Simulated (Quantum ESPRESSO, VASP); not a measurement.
The input files of a VASP run:

INCAR:
```
ALGO=Normal
EDIFF=1E-6
ENCUT=300
GGA=PE
ISIF=2
ISMEAR=-1
LASPH=.True.
LCHARG=.False.
LREAL=.False.
LWAVE=.False.
NELM=100
PREC=Accurate
SIGMA=0.02
SYSTEM=P
```

POSCAR:
```
P
1
    1.6219000000    -5.1352000000     0.0000000000
    1.6219000000     5.1352000000     0.0000000000
    0.0000000000     0.0000000000     4.2924000000
P
4
Direct
  0.0989850000   0.8986720000   0.9178370000
  0.3961580000   0.6013270000   0.4111790000
  0.5947290000   0.3898570000   0.5851190000
  0.9101280000   0.1101440000   0.0858660000
```

### KPOINTS
```
Automatic mesh
0
Gamma
5 5 4
0 0 0
```

POTCAR, in this order: P (PBE.64 set). Program: vasp_std.

Q: Write an input for Quantum ESPRESSO that does the same calculation.

A: One input that does it (PBE, SSSP 1.1.2 efficiency (PBE) pseudopotentials):
```
&CONTROL
   calculation = 'scf'
   outdir = './tmp'
   pseudo_dir = './'
   tprnfor = .true.
   tstress = .true.
/
&SYSTEM
   ibrav = 0
   nat = 4
   ntyp = 1
   ecutwfc = 40
   ecutrho = 320
   occupations = 'smearing'
   smearing = 'fermi-dirac'
   degauss = 0.00147
/
&ELECTRONS
   conv_thr = 1.0d-10
   mixing_beta = 0.4
/
ATOMIC_SPECIES
P     30.9738  P.pbe-n-rrkjus_psl.1.0.0.UPF
ATOMIC_POSITIONS {crystal}
P     0.098985000    0.898672000    0.917837000
P     0.396158000    0.601327000    0.411179000
P     0.594729000    0.389857000    0.585119000
P     0.910128000    0.110144000    0.085866000
K_POINTS {automatic}
5 5 4  0 0 0
CELL_PARAMETERS {angstrom}
   1.621900000    -5.135200000     0.000000000
   1.621900000     5.135200000     0.000000000
   0.000000000     0.000000000     4.292400000
```
Both are inputs of real runs that ended normally. What can't carry over is the choice of potentials or basis and its cut-off, and each code's defaults.

The structure is a typed P crystal. The cell was not relaxed at this level, atoms are displaced from their ideal sites, and its volume differs by -5.9 % from the start's.
